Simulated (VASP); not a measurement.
Data:

```yaml
crystal:
  lattice:
    - [5.19116, 0.00000, 0.00000]
    - [0.00000, 3.18930, 0.00000]
    - [0.00000, 0.00000, 26.04473]
  atoms:
    - { symbol: Ga, position: [0.02866, 0.00000, 0.66687] }
    - { symbol: Ga, position: [0.49411, 0.50000, 0.64555] }
    - { symbol: Ga, position: [0.99909, 0.50000, 0.56911] }
    - { symbol: Ga, position: [0.49490, 0.00000, 0.53652] }
    - { symbol: Ga, position: [0.99490, 0.00000, 0.46348] }
    - { symbol: Ga, position: [0.49909, 0.50000, 0.43089] }
    - { symbol: Ga, position: [0.99411, 0.50000, 0.35445] }
    - { symbol: Ga, position: [0.52866, 0.00000, 0.33313] }
    - { symbol: N, position: [0.37485, 0.00000, 0.67632] }
    - { symbol: N, position: [0.86978, 0.50000, 0.64241] }
    - { symbol: N, position: [0.37402, 0.50000, 0.57103] }
    - { symbol: N, position: [0.87258, 0.00000, 0.53534] }
    - { symbol: N, position: [0.37258, 0.00000, 0.46466] }
    - { symbol: N, position: [0.87402, 0.50000, 0.42897] }
    - { symbol: N, position: [0.36978, 0.50000, 0.35759] }
    - { symbol: N, position: [0.87485, 0.00000, 0.32368] }
```

Level of theory: r2SCAN meta-GGA, VASP's PBE PAW potentials (set 64) (plane waves; VASP). Settings: PREC = Normal, 450 eV cut-off, 4×6×1 Γ-centred mesh, Gaussian smearing of 0.050 eV, potentials Ga_d N.

**Question.** Estimate the energy per atom (σ→0), band gap (on the k-mesh) with the smallest direct gap where there is one.

**Answer.** 
```json
{
  "band gap (on the k-mesh)": "1.90 eV",
  "smallest direct gap (on the k-mesh)": "1.90 eV",
  "energy per atom (σ→0)": "-10.712 eV/atom"
}
```

Total energies compare only between runs with the same potentials, cut-off and functional.

The cell is a thin slab with vacuum, built from GaN (wurtzite): (100) face.
